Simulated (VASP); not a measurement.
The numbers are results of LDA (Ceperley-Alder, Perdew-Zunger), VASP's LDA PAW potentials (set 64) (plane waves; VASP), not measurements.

VASP ran on this input.

KPOINTS:
```
Automatic mesh
0
Gamma
9 9 9
0 0 0
```

File POSCAR:
```
Ca(CuP)2
1
   -2.0032450000     2.0032450000     4.8364950000
    2.0032450000    -2.0032450000     4.8364950000
    2.0032450000     2.0032450000    -4.8364950000
Ca Cu P
1 2 2
Direct
  0.0000000000   0.0000000000   0.0000000000
  0.7500000000   0.2500000000   0.5000000000
  0.2500000000   0.7500000000   0.5000000000
  0.6187800000   0.6187800000   0.0000000000
  0.3812200000   0.3812200000   0.0000000000
```

INCAR:
```
ALGO  =  Normal
EDIFF  =  1E-6
ENCUT  =  300
ISIF  =  2
ISMEAR  =  0
LASPH  =  .True.
LCHARG  =  .False.
LMAXMIX  =  4
LREAL  =  .False.
LWAVE  =  .False.
NELM  =  100
PREC  =  Accurate
SIGMA  =  0.1
SYSTEM  =  Ca(CuP)2
```

POTCAR, in this order: Ca_sv Cu P (LDA.64 set). Program: vasp_std.

The run wrote:

**OUTCAR**
```
 ion  position               nearest neighbor table
   1  0.000  0.000  0.000-   4 3.06   4 3.06   4 3.06   5 3.06   4 3.06   5 3.06   5 3.06   5 3.06
  LATTYP: Found a body centered tetragonal cell.
 ALAT       =     4.0064900000
 C/A-ratio  =     2.4143302492
 Subroutine PRICEL returns:
 Original cell was already a primitive cell.
 Subroutine GETGRP returns: Found 16 space group operations
The static configuration has the point symmetry D_4h.
The dynamic configuration has the point symmetry D_4h.
 Subroutine INISYM returns: Found 16 space group operations
 Subroutine IBZKPT returns following result:
 Found     75 irreducible k-points:

 Following reciprocal coordinates:
            Coordinates               Weight
  0.000000  0.000000  0.000000      1.000000
  0.111111 -0.000000  0.000000      8.000000
  0.222222  0.000000  0.000000      8.000000
  0.333333  0.000000  0.000000      8.000000
  0.444444  0.000000  0.000000      8.000000
  0.111111  0.111111  0.000000      8.000000
  0.222222  0.111111  0.000000     16.000000
  0.333333  0.111111  0.000000     16.000000
  0.444444  0.111111  0.000000     16.000000
 -0.444444  0.111111  0.000000     16.000000
 -0.333333  0.111111  0.000000     16.000000
 -0.222222  0.111111  0.000000     16.000000
 -0.111111  0.111111  0.000000      4.000000
  0.222222  0.222222  0.000000      8.000000
  0.333333  0.222222  0.000000     16.000000
  0.444444  0.222222  0.000000     16.000000
 -0.444444  0.222222  0.000000     16.000000
 -0.333333  0.222222 -0.000000     16.000000
 -0.222222  0.222222  0.000000      4.000000
  0.333333  0.333333  0.000000      8.000000
  0.444444  0.333333  0.000000     16.000000
 -0.444444  0.333333  0.000000     16.000000
 -0.333333  0.333333  0.000000      4.000000
  0.444444  0.444444  0.000000      8.000000
...
```

OSZICAR:
```
       N       E                     dE             d eps       ncg     rms          rms(c)
DAV:   1     0.276378504841E+03    0.27638E+03   -0.13741E+04  3750   0.138E+03
DAV:   2    -0.966494323130E+01   -0.28604E+03   -0.28149E+03  3751   0.362E+02
DAV:   3    -0.300377113936E+02   -0.20373E+02   -0.19994E+02  5625   0.109E+02
DAV:   4    -0.309985808788E+02   -0.96087E+00   -0.95237E+00  6859   0.217E+01
DAV:   5    -0.310198245516E+02   -0.21244E-01   -0.21194E-01  5548   0.286E+00    0.196E+01
DAV:   6    -0.341896420024E+02   -0.31698E+01   -0.14427E+02  5630   0.226E+02    0.169E+01
DAV:   7    -0.270446518580E+02    0.71450E+01   -0.29248E+01  4832   0.111E+02    0.689E+00
DAV:   8    -0.269022677522E+02    0.14238E+00   -0.50879E+00  6052   0.297E+01    0.266E+00
DAV:   9    -0.268874265254E+02    0.14841E-01   -0.44287E-01  6792   0.501E+00    0.646E-01
DAV:  10    -0.268864930145E+02    0.93351E-03   -0.23088E-02  6772   0.176E+00    0.405E-01
DAV:  11    -0.268836928118E+02    0.28002E-02   -0.11397E-02  6377   0.223E+00    0.150E-01
DAV:  12    -0.268837211905E+02   -0.28379E-04   -0.12452E-03  4804   0.203E-01    0.840E-02
DAV:  13    -0.268837458750E+02   -0.24684E-04   -0.37970E-04  6288   0.424E-01    0.451E-02
DAV:  14    -0.268837081191E+02    0.37756E-04   -0.20414E-04  6364   0.267E-01    0.155E-02
DAV:  15    -0.268837087932E+02   -0.67417E-06   -0.14875E-05  5507   0.265E-02    0.728E-03
DAV:  16    -0.268837082646E+02    0.52864E-06   -0.19597E-06  3107   0.347E-02
   1 F= -.26883708E+02 E0= -.26880232E+02  d E =-.695321E-02
```

**OUTCAR**
```
------------------------ aborting loop because EDIFF is reached ----------------------------------------
  FORCE on cell =-STRESS in cart. coord.  units (eV):
  Direction    XX          YY          ZZ          XY          YZ          ZX
  --------------------------------------------------------------------------------------
  Total       -3.3276737     -3.3276737     -2.8975349      0.0000000     -0.0000000      0.0000000
  in kB      -68.6740162    -68.6740162    -59.7971374      0.0000000     -0.0000000      0.0000000
  external PRESSURE =     -65.7150566 kB  Pullay stress =       0.0000000 kB
  volume of cell :       77.64
      direct lattice vectors                 reciprocal lattice vectors
    -2.003245000  2.003245000  4.836495000     0.000000000  0.249595032  0.103380651
     2.003245000 -2.003245000  4.836495000     0.249595032  0.000000000  0.103380651
     2.003245000  2.003245000 -4.836495000     0.249595032  0.249595032  0.000000000
 POSITION                                       TOTAL-FORCE (eV/Angst)
 -----------------------------------------------------------------------------------
      0.00000      0.00000      0.00000        -0.000000     -0.000000     -0.000000
     -0.00000      2.00325      2.41825        -0.000000     -0.000000     -0.000000
      2.00325     -0.00000      2.41825        -0.000000     -0.000000     -0.000000
      0.00000      0.00000      5.98545         0.000000      0.000000      0.209066
      0.00000      0.00000      3.68754         0.000000      0.000000     -0.209066
 -----------------------------------------------------------------------------------
    total drift:                                0.000000     -0.000000      0.000000
  FREE ENERGIE OF THE ION-ELECTRON SYSTEM (eV)
  ---------------------------------------------------
  free  energy   TOTEN  =       -26.8837082646 eV

  energy  without entropy=      -26.8767550563  energy(sigma->0) =      -26.88023166
```
(Selected blocks of OUTCAR.)

At this cut-off the stress carries a Pulay error, which pulls relaxed volumes low.

The structure comes from a computed database's CaCu2P2 entry (I4/mmm); how it stands against other phases isn't given here. The cell was not relaxed at this level.
